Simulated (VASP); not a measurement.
# VMoS3 (P6/mmm) in VASP: relaxation of cell and atoms with PBE

Aim: the relaxation of cell and atoms of VMoS3 with PBE.

All numbers are computed with VASP 6.6.1; they aren't measurements. Logs are shortened: lines on timing, memory, paths and dates and some standing lists are left out, and cuts for length are marked.

## Step 1: The crystal as given

The structure is hexagonal, space group P6/mmm (No. 191). The conventional cell has a = 5.180 Å, b = 5.180 Å, c = 4.982 Å, α = 90.00°, β = 90.00°, γ = 120.00°. V (site symmetry 6/mmm) has 2 Mo at 2.49 Å as nearest neighbours. Mo (site symmetry 6/mmm) has 2 V at 2.49 Å and 6 S at 2.59 Å as nearest neighbours. S (site symmetry mmm) is surrounded by 4 S at 2.59 Å and 2 Mo at 2.59 Å.

The cell was built by a generator and needn't be a form met in nature.

## Step 2: Relaxation of cell and atoms, PBE, collinear spin, ferromagnetic start

Input file INCAR:

```
SYSTEM = VMoS3
PREC = Normal ; ENCUT = 520
EDIFF = 1E-4 ; ISMEAR = 0
SIGMA = 0.15 ; LREAL = .False.
LASPH = .True. ; NELM = 60
ALGO = Fast ; ISIF = 3
LWAVE = .False. ; LCHARG = .False.
ISPIN = 2 ; MAGMOM = 2 1 0 0 0
LORBIT = 11 ; LMAXMIX = 4
GGA = PE ; IBRION = 2
NSW = 24 ; EDIFFG = -0.08
```

Input file KPOINTS:

```
Automatic mesh
0
Gamma
  3 3 3
  0 0 0
```

Input file POSCAR:

```
VMoS3
1.0
    5.1802191700      0.0000000000      0.0000000000
   -2.5901095900      4.4862014000      0.0000000000
    0.0000000000      0.0000000000      4.9816413500
V Mo S
1 1 3
Direct
    0.0000000000      0.0000000000      0.0000000000
    0.0000000000      0.0000000000      0.5000000000
    0.5000000000      0.0000000000      0.5000000000
    0.0000000000      0.5000000000      0.5000000000
    0.5000000000      0.5000000000      0.5000000000
```

Potentials or basis: VASP PAW PBE potentials, release 64 (V_sv, Mo_sv, S).

The run is started by

```console
$ cat potpaw_PBE.64/V_sv/POTCAR potpaw_PBE.64/Mo_sv/POTCAR potpaw_PBE.64/S/POTCAR > POTCAR
$ mpirun -np 1 vasp_std > vasp.out
```

OUTCAR:

```text
SYSTEM = VMoS3
   PREC = Normal
   ENCUT = 520
   EDIFF = 1E-4
   ISMEAR = 0
   LREAL = .False.
   LASPH = .True.
   NELM = 60
   ISIF = 3
   ISPIN = 2
   LORBIT = 11
   GGA = PE
   IBRION = 2
   NSW = 24
   EDIFFG = -0.08

 ion  position               nearest neighbor table
   1  0.000  0.000  0.000-   2 2.49   2 2.49
   2  0.000  0.000  0.500-   1 2.49   1 2.49   5 2.59   5 2.59   3 2.59   3 2.59   4 2.59   4 2.59

   3  0.500  0.000  0.500-   4 2.59   4 2.59   2 2.59   2 2.59   5 2.59   5 2.59
   4  0.000  0.500  0.500-   3 2.59   3 2.59   5 2.59   5 2.59   2 2.59   2 2.59
   5  0.500  0.500  0.500-   2 2.59   2 2.59   4 2.59   4 2.59   3 2.59   3 2.59

  LATTYP: Found a hexagonal cell.
 ALAT       =     5.1802191700
 C/A-ratio  =     0.9616661355

  Lattice vectors:

 A1 = (   5.1802191700,   0.0000000000,   0.0000000000)
 A2 = (  -2.5901095900,   4.4862014000,   0.0000000000)
 A3 = (   0.0000000000,   0.0000000000,   4.9816413500)

Analysis of symmetry for initial positions (statically):
=====================================================================
 Subroutine PRICEL returns:
 Original cell was already a primitive cell.

 Routine SETGRP: Setting up the symmetry group for a
 hexagonal supercell.

 Subroutine GETGRP returns: Found 24 space group operations
 (whereof 24 operations were pure point group operations)
 out of a pool of 24 trial point group operations.

The static configuration has the point symmetry D_6h.

Analysis of symmetry for dynamics (positions and initial velocities):
=====================================================================
 Subroutine PRICEL returns:
 Original cell was already a primitive cell.

 Routine SETGRP: Setting up the symmetry group for a
 hexagonal supercell.

 Subroutine GETGRP returns: Found 24 space group operations
 (whereof 24 operations were pure point group operations)
 out of a pool of 24 trial point group operations.

The dynamic configuration has the point symmetry D_6h.

Analysis of structural, dynamic, and magnetic symmetry:
=====================================================================
 Subroutine PRICEL returns:
 Original cell was already a primitive cell.

 Routine SETGRP: Setting up the symmetry group for a
 hexagonal supercell.

 Subroutine GETGRP returns: Found 24 space group operations
 (whereof 24 operations were pure point group operations)
 out of a pool of 24 trial point group operations.

The overall configuration has the point symmetry D_6h.

 Subroutine INISYM returns: Found 24 space group operations
 (whereof 24 operations are pure point group operations),
 and found     1 'primitive' translations

----------------------------------------------------------------------------------------

                                     Primitive cell

  volume of cell :     115.7709

  direct lattice vectors                    reciprocal lattice vectors
     5.180219170  0.000000000  0.000000000     0.193042025  0.111452865  0.000000000
    -2.590109590  4.486201400  0.000000000     0.000000000  0.222905730  0.000000000
     0.000000000  0.000000000  4.981641350     0.000000000  0.000000000  0.200737052

  length of vectors
     5.180219170  5.180219174  4.981641350     0.222905731  0.222905730  0.200737052

  position of ions in fractional coordinates (direct lattice)
     0.000000000  0.000000000  0.000000000
     0.000000000  0.000000000  0.500000000
     0.500000000  0.000000000  0.500000000
     0.000000000  0.500000000  0.500000000
     0.500000000  0.500000000  0.500000000

  ion indices of the primitive-cell ions
   primitive index   ion index
                 1           1
                 2           2
                 3           3
                 4           4
                 5           5

----------------------------------------------------------------------------------------

 KPOINTS: Automatic mesh

Automatic generation of k-mesh.
 Grid dimensions read from file:
 generate k-points for:    3    3    3

 Generating k-lattice:

  Cartesian coordinates                     Fractional coordinates (reciprocal lattice)
     0.064347342  0.037150955  0.000000000     0.333333333 -0.000000000  0.000000000
     0.000000000  0.074301910  0.000000000     0.000000000  0.333333333  0.000000000
     0.000000000  0.000000000  0.066912351     0.000000000  0.000000000  0.333333333

  Length of vectors
     0.074301910  0.074301910  0.066912351

  Shift w.r.t. Gamma in fractional coordinates (k-lattice)
     0.000000000  0.000000000  0.000000000

 Subroutine IBZKPT returns following result:
 ===========================================

 Found      6 irreducible k-points:

 Following reciprocal coordinates:
            Coordinates               Weight
  0.000000  0.000000  0.000000      1.000000
  0.333333 -0.000000  0.000000      6.000000
  0.333333  0.333333  0.000000      2.000000
  0.000000  0.000000  0.333333      2.000000
  0.333333 -0.000000  0.333333     12.000000
  0.333333  0.333333  0.333333      4.000000
   k-points           NKPTS =      6   k-points in BZ     NKDIM =      6   number of bands    NBANDS=     29
   number of dos      NEDOS =    301   number of ions     NIONS =      5
   total plane-waves  NPLWV =  25200
   dimension x,y,z NGX =    30 NGY =   30 NGZ =   28
   dimension x,y,z NGXF=    60 NGYF=   60 NGZF=   56
   ions per type =               1   1   3
   NGX,Y,Z   is equivalent  to a cutoff of   9.63,  9.63,  9.34 a.u.
   NGXF,Y,Z  is equivalent  to a cutoff of  19.26, 19.26, 18.69 a.u.
 SYSTEM =  VMoS3
   PREC   = normal    normal or accurate (medium, high low for compatibility)
   ISTART =      0    job   : 0-new  1-cont  2-samecut
   ICHARG =      2    charge: 1-file 2-atom 10-const
   ISPIN  =      2    spin polarized calculation?
   LNONCOLLINEAR =      F non collinear calculations
   LSORBIT =      F    spin-orbit coupling
   LASPH  =      T    aspherical Exc in radial PAW
   ENCUT  =  520.0 eV  38.22 Ry    6.18 a.u.   9.63  9.63  9.26*2*pi/ulx,y,z
   NELM   =     60;   NELMIN=  2; NELMDL= -5     # of ELM steps
   EDIFF  = 0.1E-03   stopping-criterion for ELM
   LREAL  =      F    real-space projection
   EDIFFG = -.8E-01   stopping-criterion for IOM
   NSW    =     24    number of steps for IOM
   IBRION =      2    ionic relax: 0-MD 1-quasi-New 2-CG
   NFREE  =      1    steps in history (QN), initial steepest desc. (CG)
   ISIF   =      3    stress and relaxation
   ISYM   =      2    0-nonsym 1-usesym 2-fastsym
   POTIM  = 0.5000    time-step for ionic-motion
   TEBEG  =    0.0;   TEEND  =   0.0 temperature during run
   PSTRESS=    0.0 pullay stress
   NELECT =      45.0000    total number of electrons
   NUPDOWN=      -1.0000    fix difference up-down
   EMIN   =  10.00;   EMAX   =-10.00  energy-range for DOS
   EFERMI =   0.00;   METHOD = LEGACY
   ISMEAR =     0;   SIGMA  =   0.15  broadening in eV -4-tet -1-fermi 0-gaus
   EFERMI_NEDOS =   21; number of points for ismear=-14 and -15
   IALGO  =     68    algorithm
   IMIX   =      4    mixing-type and parameters
     AMIX     =   0.40;   BMIX     =  1.00
     AMIX_MAG =   1.60;   BMIX_MAG =  1.00
  volume/ion in A,a.u.               =      23.15       156.25
  Fermi-wavevector in a.u.,A,eV,Ry     =   1.194756  2.257761 19.421526  1.427442
  Thomas-Fermi vector in A             =   2.330738
   LORBIT       =     11    0 simple, 1 ext, 2 COOP (PROOUT), +10 PAW based schemes
   GGA     = PE    functional components
   LHFCALC =     F    Hartree Fock is set to
   AEXX    =    0.0000 exact exchange contribution
   IVDW    =     0    specifies the selected vdW correction
   LEPSILON=     F    determine dielectric tensor
   LRPA    =     F    only Hartree local field effects (RPA)
 conjugate gradient relaxation of ions
 spin polarized calculation
 RMM-DIIS sequential band-by-band and
 Gauss-broadening in eV      SIGMA  =   0.15
  energy-cutoff  :      520.00
  volume of cell :      115.77
 maximum number of plane-waves:      3144
   NGX = 19   NGY = 19   NGZ = 19

--------------------------------------- Ionic step        1  -------------------------------------------

 number of electron      45.0000069 magnetization       0.7500541

 Free energy of the ion-electron system (eV)
  ---------------------------------------------------
  ext. energy  EPLUGINS =         0.00000000
  ---------------------------------------------------
  free energy    TOTEN  =       -26.92008389 eV

  energy without entropy =      -26.80152649  energy(sigma->0) =      -26.86080519

------------------------ aborting loop because EDIFF is reached ----------------------------------------

  FORCE on cell =-STRESS in cart. coord.  units (eV):
  Direction    XX          YY          ZZ          XY          YZ          ZX
  --------------------------------------------------------------------------------------
  -------------------------------------------------------------------------------------
  Total        1.7675965      1.7675965     -4.5908687     -0.0000000      0.0000000      0.0000000
  in kB       24.4621355     24.4621355    -63.5339845     -0.0000000      0.0000000      0.0000000
  external PRESSURE =      -4.8699045 kB  Pullay stress =       0.0000000 kB
[... 98 lines left out ...]
  FREE ENERGIE OF THE ION-ELECTRON SYSTEM (eV)
  ---------------------------------------------------
  free  energy   TOTEN  =       -27.2995834597 eV

  energy  without entropy=      -27.1920077243  energy(sigma->0) =      -27.24579559

[... ionic steps 4 to 9 ...]

--------------------------------------- Ionic step       10  -------------------------------------------

 number of electron      45.0000047 magnetization       0.3872465

------------------------ aborting loop because EDIFF is reached ----------------------------------------

  FORCE on cell =-STRESS in cart. coord.  units (eV):
  Direction    XX          YY          ZZ          XY          YZ          ZX
  --------------------------------------------------------------------------------------
  -------------------------------------------------------------------------------------
  Total        0.2299258      0.2299258      0.7354001     -0.0000000      0.0000000      0.0000000
  in kB        3.3654915      3.3654915     10.7642677     -0.0000000      0.0000000      0.0000000
  external PRESSURE =       5.8317502 kB  Pullay stress =       0.0000000 kB
[... 63 lines left out ...]
  energy  without entropy=      -27.2530582479  energy(sigma->0) =      -27.30534942

--------------------------------------- Ionic step       12  -------------------------------------------

 number of electron      45.0000049 magnetization       0.3917385

 Free energy of the ion-electron system (eV)
  ---------------------------------------------------
  ext. energy  EPLUGINS =         0.00000000
  ---------------------------------------------------
  free energy    TOTEN  =       -27.35933404 eV

  energy without entropy =      -27.25486540  energy(sigma->0) =      -27.30709972

 E-fermi :   5.1196     XC(G=0):  -9.5240

 val. band max:        5.1133821880   @ k =   0.3333  -0.0000   0.0000
 cond. band min:       5.1491457782   @ k =   0.3333  -0.0000   0.3333
 fundamental gap:      0.0357635903
 Fermi energy:         5.1196487176

 spin component 1

 k-point     1 :       0.0000    0.0000    0.0000
  band No.  band energies     occupation
      1     -59.6522      1.00000
      2     -55.3836      1.00000
      3     -33.7771      1.00000
      4     -33.6299      1.00000
      5     -33.6299      1.00000
      6     -29.5853      1.00000
[... 181 lines left out ...]
     28       6.4116      0.00000
     29       7.9207      0.00000
 Fermi energy:         5.1196487176

 spin component 2

 k-point     1 :       0.0000    0.0000    0.0000
  band No.  band energies     occupation
      1     -57.9623      1.00000
      2     -56.0121      1.00000
      3     -32.7827      1.00000
      4     -31.7194      1.00000
      5     -31.7194      1.00000
      6     -30.3089      1.00000
[... 213 lines left out ...]
  FREE ENERGIE OF THE ION-ELECTRON SYSTEM (eV)
  ---------------------------------------------------
  free  energy   TOTEN  =       -27.3593340374 eV

  energy  without entropy=      -27.2548654004  energy(sigma->0) =      -27.30709972

 reached required accuracy - stopping structural energy minimisation

 total charge

# of ion       s       p       d       tot
------------------------------------------
    1        2.217   6.071   3.299  11.587
    2        2.274   6.097   4.228  12.598
    3        1.397   2.190   0.000   3.587
    4        1.397   2.190   0.000   3.587
    5        1.397   2.190   0.000   3.587
--------------------------------------------------
tot          8.684  18.737   7.527  34.947

 magnetization (x)

# of ion       s       p       d       tot
------------------------------------------
    1        0.017  -0.005   1.704   1.716
    2       -0.018   0.000  -0.970  -0.987
    3       -0.013  -0.090   0.000  -0.103
    4       -0.013  -0.090   0.000  -0.103
    5       -0.013  -0.090   0.000  -0.103
--------------------------------------------------
tot         -0.038  -0.275   0.734   0.421
```

It took 3.4 min on 1 thread of Intel Xeon Platinum 8488C (Sapphire Rapids), shared host; peak memory 0.21 GiB.

What came out:

- Free energy: -27.3593 eV
- Relaxed volume: 22.02 Å³/atom
- Relaxed cell: a = 5.274 Å, b = 5.274 Å, c = 4.571 Å, α = 90.00°, β = 90.00°, γ = 120.00°
- Space group after relaxing (to 0.05 Å): P6/mmm (No. 191)
- Energy gained by relaxing: 87.9 meV/atom
- Ionic steps: 12
- Pressure after relaxing: -0.1 GPa
- Band gap on the k mesh: none (metal or under the smearing width)
- Net moment: 0.39 μB per cell
- Site moments: V +1.72; Mo -0.99; S -0.10 μB
- Valence electrons inside the program's atomic spheres: V 11.59; Mo 12.60; S 3.59

Step by step:
```
step  energy change (eV)  largest force (eV/Å)  pressure (GPa)  volume (Å³)
   1              0.0000                0.0000           -0.49       115.77
   2             -0.3664                0.0000           -2.03       114.45
   3             -0.3795                0.0000           -1.91       114.30
   4             -0.3997                0.0000           -1.90       113.99
   5             -0.4128                0.0000           -2.05       113.33
   6             -0.4134                0.0000           -1.93       113.45
   7             -0.4324                0.0000            0.90       108.18
   8             -0.4377                0.0000           -0.85       109.70
   9             -0.4370                0.0000            0.34       109.23
  10             -0.4375                0.0000            0.58       109.46
  11             -0.4376                0.0000            0.23       109.60
  12             -0.4393                0.0000           -0.10       110.12
```

Final structure:
```
CELL_PARAMETERS angstrom
5.27442 0.00000 0.00000
-2.63721 4.56778 0.00000
0.00000 0.00000 4.57093
ATOMIC_POSITIONS crystal
V 0.00000 0.00000 0.00000
Mo 0.00000 0.00000 0.50000
S 0.50000 0.00000 0.50000
S 0.00000 0.50000 0.50000
S 0.50000 0.50000 0.50000
```

Levels at points of the mesh, in eV from the Fermi level:
Spin up:
```tsv
k point	band 21	band 22	band 23	band 24	band 25	band 26
(0.00, 0.00, 0.00)	-0.55	-0.42	-0.42	0.78	0.78	0.89
```
Spin down:
| k point | band 19 | band 20 | band 21 | band 22 | band 23 | band 24 | band 25 | band 26 |
| --- | --- | --- | --- | --- | --- | --- | --- | --- |
| (0.00, 0.00, 0.00) | -0.97 | -0.97 | -0.30 | -0.30 | 0.11 | 0.84 | 1.56 | 1.76 |

Caveat: the k mesh is coarse (spacing up to 0.47 Å⁻¹), so the values aren't converged; the relaxation stopped at a loose force limit of 0.08 eV/Å, so its end isn't a converged minimum.
